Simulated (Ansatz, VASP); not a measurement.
# Cu: VASP beside Ansatz, part 2 of 2

Wanted: the spread between two codes on one cell, functional and k mesh. The structure shown is the start of the Ansatz relaxation below; VASP solves that cell, so the two are compared at the walk's first step.

VASP 6.6.1 and Ansatz 0.2.0.

So far. Step 4 (Differences): The forces differ by 10 meV/Å r.m.s., which is 11.5 % of the r.m.s. force of 0.091 eV/Å (both taken over all components). With vacuum in the cell, a pressure given here is an average over mostly empty space and none of the material.

## 5. Ansatz: relaxation, PBEsol

Level of this step: Ansatz beside VASP: Kohn-Sham DFT, plane waves, PBEsol (Ansatz).

The two programs are compared at the cell with which this relaxation starts, whose forces are those of its first step.

The structure compared here is the start of the Ansatz relaxation; VASP solves that cell, so the two are compared at the walk's first step.

Input file input.yaml:

```yaml
crystal:
  lattice:
    - [2.4891244658, 0.0, 0.0]
    - [-1.2445622329, 2.1556450206, 0.0]
    - [0.0, 0.0, 40.4738797846]
  atoms:
    - { symbol: Cu, position: [0.0, 0.0, 0.1615863703] }
    - { symbol: Cu, position: [0.3333333333, 0.6666666667, 0.2124271088] }
    - { symbol: Cu, position: [0.6666666667, 0.3333333333, 0.2635890124] }
    - { symbol: Cu, position: [0.0, 0.0, 0.314750916] }
    - { symbol: Cu, position: [0.3333333333, 0.6666666667, 0.3655916545] }
  periodic: [true, true, false]
kpoints:
  mp_grid: { grid: [18, 18, 1] }
hamiltonian:
  xc: pbesol
  pseudopotentials: { kind: paw, azcp: { folder: soft_1 }, xc_functional: pbe }
scf:
  occupations: { method: methfessel_paxton, width: 0.2 }
output:
  forces: true
  stress: true
  eigenvalues: true
  write_density: true
  write_potential: true
  elf: true
  volumetric_format: npy
relax:
  adjacent_minimum: "off"
  f_tol: 0.001
  max_steps: 60
  cell: { stress_2d_tol: 0.002 }
```

Command:

```
$ ansatz run input.yaml --threads 8 --pin off --max-ram 16384MiB --backend cpu --events-out ev --progress --plain --runs-dir out
```

Numbers of over 12 decimals in the logs are rounded to 6 here.

What it wrote:

```text
[...]
Crystal: 5 atoms, lattice volume = 217.169 Å³
Basis set: ecut = 420 eV, 4065 PW (Γ), exchange–correlation on 36×36×576 points (8 copies of the dense FFT grid, shifted against one another)
Bands: 57, of which v1, the nominal top of the filled ones, is band 48 counted from 1 (47 counted from 0)
Symmetry: 12 space group operations
[...]
k-points: 37 of 324
[...]
cell:  # Å, volume = 217.5196 Å³
    - [2.491131, 0.0, 0]
    - [-1.245565, 2.157382, 0]
    - [0, 0, 40.4738797846]
  atoms:
    - { symbol: Cu, position: [-1.5764109196472071e-18, -4.699944137567982e-17, 0.161718] }
    - { symbol: Cu, position: [0.333333, 0.666667, 0.212629] }
    - { symbol: Cu, position: [0.666667, 0.333333, 0.263589] }
[...]
- { symbol: Cu, position: [0.333333, 0.666667, 0.365460] }
[key lines of the parts left out:]
SCF converged after 12 iterations
Free energy (F): -32942.769911 eV
Fermi energy:    -4.992809 eV
P = ½ c Tr σ = -0.0015 N/m
```

## 6. VASP: single point, PBEsol, start cell, pair 2

The same cell, functional, mesh and smearing now go to VASP, with its own data sets.

Input file INCAR:

```
SYSTEM = Cu
PREC = Accurate
ENCUT = 520
EDIFF = 1E-06
NELM = 120
ISMEAR = 1
SIGMA = 0.2
LREAL = .FALSE.
ALGO = Normal
GGA = PS
NBANDS = 34
LASPH = .TRUE.
LORBIT = 11
LWAVE = .FALSE.
LCHARG = .FALSE.
ISIF = 2
LDIPOL = .TRUE.
IDIPOL = 3
DIPOL = 0.5 0.5 0.264
LVHAR = .TRUE.
GGA_COMPAT = .FALSE.
NELMDL = -8
KPAR = 2
```

Input file POSCAR:

```
Cu
1.0
    2.4891240000      0.0000000000      0.0000000000
   -1.2445620000      2.1556450000      0.0000000000
    0.0000000000      0.0000000000     40.4738800000
Cu
5
Direct
    0.0000000000      0.0000000000      0.1615863614
    0.3333334106      0.6666668213      0.2124271011
    0.6666665894      0.3333331787      0.2635890110
    0.0000000000      0.0000000000      0.3147509208
    0.3333334106      0.6666668213      0.3655916606
```

Input file KPOINTS:

```
Automatic mesh
0
Gamma
18 18 1
0 0 0
```

PAW data sets: Cu (PBE family, release 64).

Command:

```
$ mpirun -np 2 vasp_std
```

What it wrote:

```text
[banner, memory and clock lines left out]
running    2 mpi-ranks, on    1 nodes
[...]
[... a notice as in an earlier step ...]

 LDA part: xc-table for (Slater+PW92), standard interpolation
 POSCAR, INCAR and KPOINTS ok, starting setup
[...]
entering main loop
       N       E                     dE             d eps       ncg     rms          rms(c)
DAV:   1     0.466350299531E+03    0.46635E+03   -0.23082E+04  2540   0.178E+03
DAV:   2     0.131157050034E+02   -0.45323E+03   -0.43935E+03  2550   0.386E+02
DAV:   3    -0.239270583607E+02   -0.37043E+02   -0.35301E+02  2840   0.165E+02
DAV:   4    -0.255842929360E+02   -0.16572E+01   -0.16435E+01  3016   0.424E+01
[...]
DAV:  26    -0.204384132746E+02   -0.23690E-05   -0.13500E-07  1770   0.602E-03    0.631E-04
DAV:  27    -0.204384143542E+02   -0.10796E-05   -0.92194E-08  1578   0.630E-03    0.208E-04
DAV:  28    -0.204384147876E+02   -0.43340E-06   -0.19177E-08  1634   0.156E-03
   1 F= -.20438415E+02 E0= -.20436770E+02  d E =-.493527E-02
```

Parts of OUTCAR (step 6):

```text
  Total        0.3692248      0.3692250      0.1216817      0.0000000      0.0000000      0.0000000
  in kB        2.7239736      2.7239745      0.8977121      0.0000000      0.0000000      0.0000000
  external PRESSURE =       2.1152201 kB  Pullay stress =       0.0000000 kB

 POSITION                                       TOTAL-FORCE (eV/Angst)
 -----------------------------------------------------------------------------------
      0.00000      0.00000      6.54003        -0.000000      0.000000     -0.043804
     -0.00000      1.43710      8.59775        -0.000000     -0.000000      0.050524
      1.24456      0.71855     10.66847         0.000000      0.000000      0.000000
      0.00000      0.00000     12.73919         0.000000     -0.000000     -0.050524
     -0.00000      1.43710     14.79691         0.000000     -0.000000      0.043804
 -----------------------------------------------------------------------------------
    total drift:                               -0.000002     -0.000036     -0.000268

  FREE ENERGIE OF THE ION-ELECTRON SYSTEM (eV)
  ---------------------------------------------------
  free  energy   TOTEN  =       -20.4384147876 eV

  energy  without entropy=      -20.4334795220  energy(sigma->0) =      -20.43676970

[... 3 further parts left out ...]
[key lines of the parts left out:]
E-fermi :  -1.5792
```

The run ends at a pressure of 0.21 GPa, with forces up to 0.051 eV/Å.

## 7. Comparison

What differs besides the data sets and the points named for the pairs above, as far as they apply: the data sets hold 95 valence electrons in Ansatz (on its PAW soft_1 files) and 55 in VASP; the cutoff is 420 eV in Ansatz and 520 eV in VASP. Total energies have different zeros and are not compared.

Forces (eV/Å; atoms numbered as in POSCAR):

```csv
atom,"Ansatz x, y, z","VASP x, y, z"
Cu1,"0.000, 0.000, -0.017","0.000, 0.000, -0.044"
Cu2,"0.000, 0.000, 0.049","0.000, 0.000, 0.051"
Cu3,"0.000, 0.000, 0.000","0.000, 0.000, 0.000"
Cu4,"0.000, 0.000, -0.049","0.000, 0.000, -0.051"
Cu5,"0.000, 0.000, 0.017","0.000, 0.000, 0.044"
```

The forces differ by 9.9 meV/Å r.m.s., which is 40.7 % of the r.m.s. force of 0.024 eV/Å (both taken over all components). With vacuum in the cell, a pressure given here is an average over mostly empty space and none of the material.

## 8. Summary of results

```json
{
  "r.m.s. force difference (single point, PBEsol, start cell, pair 1)": "10 meV/Å",
  "r.m.s. force difference (single point, PBEsol, start cell, pair 2)": "9.9 meV/Å"
}
```

The r.m.s. force difference is 10 meV/Å (single point, PBEsol, start cell, pair 1), within the 12 meV/Å picked in this series as the mark of a large difference. The data sets hold unlike numbers of valence electrons (95 in Ansatz and 55 in VASP), so part of the differences comes from the potentials. 2 further runs of this series are not shown here. Such differences can come from data sets, numerical settings and the points named under the comparisons, not from the functional's error against experiment.

[Lines on the potential files, build, host, timing and source positions are cut from VASP's logs without a mark.]

[Logs are printed without paths, hosts, clocks, repeated set-up lines and the standing remarks that a program may print on its own settings, such as how far it seeks lower states.]

[Hosts, paths, dates, database ids (printed as entryN), source tags and the programs' standing remarks are cut or masked in the printed files.]
